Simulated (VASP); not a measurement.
OSZICAR of a VASP run on Cr (bcc, AFM order):

File OSZICAR:
```
       N       E                     dE             d eps       ncg     rms          rms(c)
DAV:   1     0.335076019896E+03    0.33508E+03   -0.21813E+04  5376   0.301E+03
DAV:   2     0.343153257767E+02   -0.30076E+03   -0.29787E+03  5888   0.659E+02
DAV:   3     0.196948093708E+02   -0.14621E+02   -0.14494E+02  7512   0.176E+02
DAV:   4     0.193526003039E+02   -0.34221E+00   -0.34206E+00  6480   0.295E+01
DAV:   5     0.193413443760E+02   -0.11256E-01   -0.11255E-01  9000   0.405E+00    0.971E+00
DAV:   6    -0.349149351283E+02   -0.54256E+02   -0.10080E+02  5376   0.105E+02    0.171E+01
DAV:   7    -0.348723280816E+02    0.42607E-01   -0.11438E+00  6432   0.155E+01    0.183E+01
DAV:   8    -0.355005048691E+02   -0.62818E+00   -0.34055E+00  5376   0.266E+01    0.162E+01
DAV:   9    -0.345689227244E+02    0.93158E+00   -0.12220E+00  5744   0.127E+01    0.114E+01
DAV:  10    -0.340641183507E+02    0.50480E+00   -0.16087E+00  5984   0.132E+01    0.687E+00
DAV:  11    -0.340455748722E+02    0.18543E-01   -0.52347E-02  7096   0.251E+00    0.556E+00
DAV:  12    -0.339972435244E+02    0.48331E-01   -0.32134E-01  6520   0.610E+00    0.234E+00
DAV:  13    -0.339907961651E+02    0.64474E-02   -0.76473E-02  6640   0.288E+00    0.112E+00
DAV:  14    -0.339906380638E+02    0.15810E-03   -0.14688E-02  7344   0.107E+00    0.719E-01
DAV:  15    -0.339907191661E+02   -0.81102E-04   -0.28225E-04  6808   0.195E-01    0.738E-01
DAV:  16    -0.339906718151E+02    0.47351E-04   -0.19734E-03  6736   0.365E-01    0.634E-01
DAV:  17    -0.339903422830E+02    0.32953E-03   -0.14539E-02  6688   0.995E-01    0.339E-01
DAV:  18    -0.339905329240E+02   -0.19064E-03   -0.84741E-04  7216   0.211E-01    0.305E-01
DAV:  19    -0.339904440863E+02    0.88838E-04   -0.44680E-03  6672   0.542E-01    0.158E-01
DAV:  20    -0.339905027767E+02   -0.58690E-04   -0.82661E-04  7360   0.194E-01    0.121E-01
DAV:  21    -0.339904865958E+02    0.16181E-04   -0.20663E-03  6656   0.363E-01    0.479E-02
DAV:  22    -0.339904921378E+02   -0.55420E-05   -0.32368E-05  6880   0.644E-02    0.411E-02
DAV:  23    -0.339904933311E+02   -0.11933E-05   -0.33394E-06  5408   0.117E-02    0.346E-02
DAV:  24    -0.339904946056E+02   -0.12745E-05   -0.76622E-06  6592   0.166E-02    0.226E-02
DAV:  25    -0.339904950935E+02   -0.48789E-06   -0.37737E-07  2800   0.563E-03
   1 F= -.33990495E+02 E0= -.33990376E+02  d E =-.339905E+02  mag=     0.0000
       N       E                     dE             d eps       ncg     rms          rms(c)
DAV:   1    -0.339931048469E+02   -0.26102E-02   -0.59154E-02  5584   0.372E+00    0.454E-01
DAV:   2    -0.339905830764E+02    0.25218E-02   -0.17599E-02  5744   0.154E+00    0.149E-01
DAV:   3    -0.339905726048E+02    0.10472E-04   -0.24112E-04  5792   0.212E-01    0.829E-02
DAV:   4    -0.339905532935E+02    0.19311E-04   -0.11991E-05  6560   0.354E-02    0.341E-02
DAV:   5    -0.339905320536E+02    0.21240E-04   -0.36021E-05  6736   0.577E-02    0.539E-03
DAV:   6    -0.339905338532E+02   -0.17996E-05   -0.18771E-06  3056   0.128E-02    0.260E-03
DAV:   7    -0.339905351200E+02   -0.12669E-05   -0.11017E-06  2904   0.106E-02    0.271E-03
DAV:   8    -0.339905359232E+02   -0.80314E-06   -0.52298E-07  2768   0.442E-03
   2 F= -.33990536E+02 E0= -.33990425E+02  d E =-.408297E-04  mag=    -0.0000
       N       E                     dE             d eps       ncg     rms          rms(c)
DAV:   1    -0.339906998456E+02   -0.16473E-03   -0.35023E-03  5584   0.905E-01    0.112E-01
DAV:   2    -0.339905364512E+02    0.16339E-03   -0.10385E-03  5744   0.375E-01    0.365E-02
DAV:   3    -0.339905424666E+02   -0.60155E-05   -0.13160E-05  5712   0.500E-02    0.204E-02
DAV:   4    -0.339905426453E+02   -0.17868E-06   -0.52555E-07  2784   0.814E-03
   3 F= -.33990543E+02 E0= -.33990430E+02  d E =-.475518E-04  mag=    -0.0000
```

Which electronic solver shows in the log?

It is blocked Davidson (ALGO = Normal, or the opening steps of other solvers). The INCAR had ALGO = Normal.

How was spin treated?

Collinear spin (ISPIN = 2): the summary line carries one mag value, 0.00 μB in the cell.

Can the final energy be trusted as converged?

Self-consistency was reached. It stopped with EDIFF = 1E-6, NELM = 100, NSW = 60 and EDIFFG = -0.01 after 3 ionic steps (TPSS meta-GGA, plane waves, VASP's PBE PAW potentials (set 64)).

The compound is Cr in the bcc, AFM order structure. This run relaxes it. Symmetry was kept, so distortions that lower it aren't found. The start is the result of an earlier pass.
